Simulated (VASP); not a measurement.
Here is the system:

```
SrCl2
1.0
    0.00000     3.43369     3.46480
    3.49631     0.00000     3.46480
    3.49631     3.43369     0.00000
Sr Cl
1 2
Cartesian
  0.00000   0.00000   0.00000
  1.74816   1.71684   1.73240
  5.32383   5.15053   5.19720
```

The numbers are results of PBE GGA, VASP's PBE PAW potentials (set 64) (plane waves; VASP), not measurements. Run with 400 eV cut-off, 3×3×3 Γ-centred mesh, Gaussian smearing of 0.050 eV, potentials Sr_sv Cl.

Problem. Which forces act on the atoms, in eV/Å?

Solution. 
```
atom      Fx     Fy     Fz
----  ------  -----  -----
Sr1    0.121  0.000  0.000
Cl2    0.109  0.000  0.000
Cl3   -0.230  0.000  0.000
```

Problem. Give the stress tensor in GPa (positive for a compressed cell).

Solution. 
```
1.49  0.00  0.00
0.00  2.40  0.44
0.00  0.44  1.92
```
The pressure is its mean diagonal, 1.94 GPa.

The compound is SrCl2 in the fluorite structure. The cell was not relaxed at this level, atoms are displaced from their ideal sites. The k-mesh is coarse (spacing up to 0.52 per Å, 2π included), so the numbers may not be converged in it. The run is one of a series of settings (KPOINTS 3×3×3 Γ-centred mesh against the base run), some of them coarse on purpose.
